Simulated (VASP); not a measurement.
Input for VASP

File KPOINTS:
```
Regular mesh
0
G
  4 4 4
0 0 0
```

### INCAR
```
ALGO  =  Normal
EDIFF  =  1E-6
ENCUT  =  400
ISIF  =  2
ISMEAR  =  -1
LASPH  =  T
LCHARG  =  F
LMAXMIX  =  6
LREAL  =  F
LWAVE  =  F
NELM  =  100
PREC  =  Accurate
SIGMA  =  0.05
SYSTEM  =  BaHfO3
```

### POSCAR
```
BaHfO3
1
    4.1700000000     0.0000000000     0.0000000000
    0.0000000000     4.1700000000     0.0000000000
    0.0000000000     0.0000000000     4.1700000000
Ba Hf O
1 1 3
Direct
  0.0026340000   0.0061910000  -0.0054310000
  0.4968970000   0.4973550000   0.4976880000
  0.5005240000  -0.0049820000   0.5049240000
  0.0061370000   0.5092700000   0.5065190000
  0.4938080000   0.4921660000  -0.0037000000
```

POTCAR, in this order: Ba_sv Hf_pv O (LDA.64 set). Program: vasp_std.

Q: Translate this LDA calculation to Ansatz.

A: One equivalent input (not run):
Ansatz 0.2 input:
```yaml
crystal:
  lattice:
    - [4.1700000, 0.0000000, 0.0000000]
    - [0.0000000, 4.1700000, 0.0000000]
    - [0.0000000, 0.0000000, 4.1700000]
  atoms:
    - { symbol: Ba, position: [0.0026340, 0.0061910, -0.0054310] }
    - { symbol: Hf, position: [0.4968970, 0.4973550, 0.4976880] }
    - { symbol: O, position: [0.5005240, -0.0049820, 0.5049240] }
    - { symbol: O, position: [0.0061370, 0.5092700, 0.5065190] }
    - { symbol: O, position: [0.4938080, 0.4921660, -0.0037000] }
kpoints:
  mp_grid: { grid: [4, 4, 4] }
hamiltonian:
  xc: lda
  pseudopotentials: { kind: paw }
scf:
  occupations: { method: fermi_dirac, width: 0.05 }
  max_iter: 100
output: { forces: true, stress: true, eigenvalues: true }
```
What does not carry over: each code has its own PAW files, so the cut-off isn't converted (ENCUT is set for VASP's; basis.ecutwfc is left out, and Ansatz then takes the one that its files recommend); Ansatz stops its SCF on the density residual and VASP on the energy change (EDIFF); Ansatz's lda is the Perdew-Wang form, while the LDA potentials of VASP carry Perdew-Zunger's.

The structure is a typed BaHfO3 crystal. The cell was not relaxed at this level, atoms are displaced from their ideal sites.
